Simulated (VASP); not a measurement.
Here is the system:

```
CELL_PARAMETERS angstrom
      4.20460     0.00000     0.00000
     -2.10230     3.64129     0.00000
      0.00000     0.00000     5.86018
ATOMIC_POSITIONS crystal
  W  0.00000 0.00000 0.00000
  W  0.00000 0.00000 0.50000
  Te 0.33333 0.66667 0.25000
  Te 0.66667 0.33333 0.75000
```

Computed with PBE GGA, VASP's PBE PAW potentials (set 64) (plane waves; VASP 6.6.1). Settings: 300 eV cut-off, 5×5×3 Γ-centred mesh, Gaussian smearing of 0.10 eV, potentials W_sv Te.

Problem. Give the energies of bands 11 to 23 at the high-symmetry points, in eV from the Fermi level.

Solution. 
```tsv
band	Γ	M	K	A	L	H
11	-7.08	-7.30	-7.26	-4.39	-6.70	-5.89
12	-5.22	-4.92	-5.60	-4.39	-6.70	-5.89
13	-5.22	-4.74	-5.60	-4.17	-4.33	-5.75
14	-3.45	-4.39	-4.25	-4.17	-4.33	-5.75
15	-2.03	-4.18	-4.25	-4.17	-3.70	-3.85
16	-2.03	-3.74	-3.31	-4.17	-3.70	-3.85
17	-1.72	-3.41	-2.20	-1.00	-1.28	-0.77
18	-1.72	-0.92	-0.77	-1.00	-1.28	-0.77
19	-1.04	-0.44	-0.57	-1.00	-0.19	-0.70
20	-1.04	-0.10	-0.57	-1.00	-0.19	-0.70
21	-0.46	0.17	1.03	-0.91	0.02	0.79
22	1.36	0.83	1.03	-0.91	0.02	0.79
23	1.36	1.38	1.50	2.86	1.65	0.86
```

It has no gap at this level: it comes out as a metal or semimetal.

The structure was generated: TeW was put into an ordered model structure, which need not be its known phase. The cell was not relaxed at this level. The k-mesh is coarse (spacing up to 0.36 per Å, 2π included), so the numbers may not be converged in it.
